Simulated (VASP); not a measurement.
Shape and ions are relaxed at each volume.

```
Mg
1.0
    1.59634    -2.76495     0.00000
    1.59634     2.76495     0.00000
    0.00000     0.00000     5.16450
Mg
2
Direct
  0.33333   0.66667   0.25000
  0.66667   0.33333   0.75000
```

The numbers are results of vdW-DF-cx, VASP's PBE PAW potentials (set 64) (plane waves; VASP), not measurements. Numerical set-up: 520 eV cut-off, 13×13×7 Γ-centred mesh, first-order Methfessel-Paxton smearing of 0.10 eV, potentials Mg.

Give the energy at these volumes per atom, relative to the lowest: 21.42, 22.10, 22.79, 23.47, 24.16 Å³.

10.5, 2.5, 0.0, 2.2, 8.3 meV/atom. A third-order Birch-Murnaghan fit gives B0 = 36.3 GPa and B0′ = 4.3.

Measured: bulk modulus 38.6 GPa at 0 K (computed value off by -6.0 %), as given by K. Lejaeghere et al., Critical reviews in solid state and materials sciences/CRC critical reviews in solid state and materials sciences (2013), arXiv:1204.2733 [extrapolated to 0 K and zero-point effects removed (source: thermally corrected experimental values)].

The compound is Mg in the hcp structure. It was relaxed first.
